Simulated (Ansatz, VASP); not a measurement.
CaV3 in VASP and in Ansatz

INCAR

```
PREC = Accurate
ENCUT = 600
EDIFF = 1E-6
ISMEAR = 0
SIGMA = 0.1
LREAL = False
LASPH = True
NELM = 150
ALGO = Normal
ISIF = 3
LWAVE = False
LCHARG = False
ISPIN = 2
MAGMOM = 0 0.36 0.36 0.36
LORBIT = 11
LMAXMIX = 4
GGA = PE
IBRION = 2
NSW = 90
EDIFFG = -0.04
```

KPOINTS

```
Automatic mesh
0
Gamma
  4 4 4
```

File POSCAR:

```
CaV3
1.0
    4.0289177148      0.0000000000      0.0000000000
    0.0000000000      4.0289177148      0.0000000000
    0.0000000000      0.0000000000      4.0289177148
Ca V
1 3
Direct
    0.0000000000      0.0000000000      0.0000000000
    0.0000000000      0.5000000000      0.5000000000
    0.5000000000      0.0000000000      0.5000000000
    0.5000000000      0.5000000000      0.0000000000
```

Input for Ansatz:

```yaml
crystal:
  lattice:
    - [4.0289177148, 0.0, 0.0]
    - [0.0, 4.0289177148, 0.0]
    - [0.0, 0.0, 4.0289177148]
  atoms:
    - { symbol: Ca, position: [0.0, 0.0, 0.0] }
    - { symbol: V, position: [0.0, 0.5, 0.5], spin: 0.36 }
    - { symbol: V, position: [0.5, 0.0, 0.5], spin: 0.36 }
    - { symbol: V, position: [0.5, 0.5, 0.0], spin: 0.36 }
basis:
  ecutwfc: 420
kpoints:
  mp_grid: { grid: [4, 4, 4] }
hamiltonian:
  xc: pbe
scf:
  occupations: { method: gaussian, width: 0.1 }
  lower_state_search: "off"
output:
  forces: true
  stress: true
  eigenvalues: true
  populations: true
magnetization:
  spin_polarized: true
relax:
  adjacent_minimum: "off"
  f_tol: 0.04
  max_steps: 70
  cell: { stress_tol: 0.4 }
```

Alike in both runs: task relaxation of cell and atoms; functional PBE; k mesh 4 × 4 × 4; occupations gaussian, width 0.1 eV; collinear spin.

```csv
,VASP,Ansatz
version,VASP 6.6.1,Ansatz 0.2.0
potentials or method,"VASP PAW PBE potentials, release 64 (Ca_sv, V_sv)","scalar-relativistic, plane waves, PAW"
plane-wave cutoff (eV),600,420
valence electrons in the cell,49,49
```

|  | VASP | Ansatz | Ansatz less VASP |
| --- | --- | --- | --- |
| gap on the k mesh at the Fermi level, each at its own relaxed structure (eV) | none | none | - |
| net moment per atom (μB) | 0.32 | 0.32 | 0.000 |
| size of the moment on the site where the two differ most (μB) | 0.35 | 0.36 | +0.011 |
| relaxed volume (Å³/atom) | 17.24 | 17.23 | -0.005 |
| relaxed cell length with the largest relative difference (Å) | 4.100 | 4.100 | -0.0004 |
| energy change over the relaxation (meV/atom) | -14 | -13 | +1.1 |

Site moments also hang on the region over which each program counts them. A gap of «none» marks a metal or a gap that the smearing closes.

Caveats: the k mesh is coarse (spacing up to 0.39 Å⁻¹), so the values aren't converged.
